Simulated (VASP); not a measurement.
An input for Ansatz (written as the equivalent of a VASP run, and not itself run):

Ansatz 0.2 input:
```yaml
crystal:
  lattice:
    - [0.0000000, 2.5104631, 2.5104631]
    - [2.5104631, 0.0000000, 2.5104631]
    - [2.5104631, 2.5104631, 0.0000000]
  atoms:
    - { symbol: Hf, position: [0.0000000, 0.0000000, 0.0000000] }
    - { symbol: O, position: [0.2500000, 0.2500000, 0.2500000] }
    - { symbol: O, position: [0.7500000, 0.7500000, 0.7500000] }
kpoints:
  mp_grid: { grid: [7, 7, 7] }
hamiltonian:
  xc: r2scan
  dispersion: rvv10
  pseudopotentials: { kind: paw }
scf:
  occupations: { method: gaussian, width: 0.05 }
  max_iter: 100
relax:
  max_steps: 60
  f_tol: 0.02
  cell: {}
output: { forces: true, stress: true, eigenvalues: true }
```

Task: Write the VASP files for the same calculation (r2SCAN+rVV10).

Result: This is not unique; one that fits is 
POSCAR:
```
HfO2
1
    0.0000000000     2.5104630631     2.5104630631
    2.5104630631     0.0000000000     2.5104630631
    2.5104630631     2.5104630631     0.0000000000
Hf O
1 2
Direct
  0.0000000000   0.0000000000   0.0000000000
  0.2500000000   0.2500000000   0.2500000000
  0.7500000000   0.7500000000   0.7500000000
```

INCAR:
```
ENCUT = 520
ALGO = Normal   # blocked Davidson
LASPH = .TRUE.   # aspherical one-centre terms
SYSTEM = HfO2
LUSE_VDW = .TRUE.
EDIFF = 1E-6   # SCF stop (eV)
CPARAM = 0.0093
PREC = Accurate
LREAL = .FALSE.   # projection in real space or not
NSW = 60
LMIXTAU = .TRUE.
EDIFFG = -0.02   # ionic stop
METAGGA = R2SCAN
LCHARG = .FALSE.
LWAVE = .FALSE.
BPARAM = 11.95
ISIF = 3
LMAXMIX = 6   # l cut-off of mixed one-centre charges
NELM = 100
ISMEAR = 0   # Gaussian
SIGMA = 0.05
IBRION = 2
```

File KPOINTS:
```
Automatic mesh
0
Gamma
7 7 7
0 0 0
```

POTCAR, in this order: Hf_pv O (PBE.64 set). Program: vasp_std.

Limits of the translation: each code has its own PAW files, so the cut-off isn't converted (ENCUT is set for VASP's; basis.ecutwfc is left out, and Ansatz then takes the one that its files recommend); Ansatz stops its SCF on the density residual and VASP on the energy change (EDIFF).

The compound is HfO2 in the fluorite structure, the high-temperature cubic form, which is unstable at 0 K; the monoclinic form is the stable one. This run relaxes it. Symmetry was kept, so distortions that lower it aren't found. The start is the result of an earlier pass.
